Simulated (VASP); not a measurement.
Consider the following.

```
AlNi3
1.0
    3.56402     0.00000     0.00000
    0.00000     3.56402     0.00000
    0.00000     0.00000     3.56402
Al Ni
1 3
Direct
  0.00000   0.00000   0.00000
  0.00000   0.50000   0.50000
  0.50000   0.00000   0.50000
  0.50000   0.50000   0.00000
```
Starting moments (μB, in the order of the record's atoms Al Ni Ni Ni): 0.0 0.2 0.2 0.2.

Level of theory: vdW-DF-cx, VASP's PBE PAW potentials (set 64) (plane waves; VASP). Numerical set-up: 520 eV cut-off, 9×9×9 Γ-centred mesh, first-order Methfessel-Paxton smearing of 0.10 eV, potentials Al Ni.

Q: Estimate the cell moment, energy per atom (σ→0), pressure, band gap (on the k-mesh) with the smallest direct gap where there is one.

A: 
The band gap (on the k-mesh) is none (metal, semimetal or under 0.01 eV) and the cell moment comes out as 0.00 μB. The energy per atom (σ→0) comes out as -3.366 eV/atom and the pressure is -5.68 GPa.

Only differences to runs with the same potentials and settings are physical.

The compound is Ni3Al in the L1_2 structure. This cell is one point of a volume scan, at 1.03 of the reference volume.
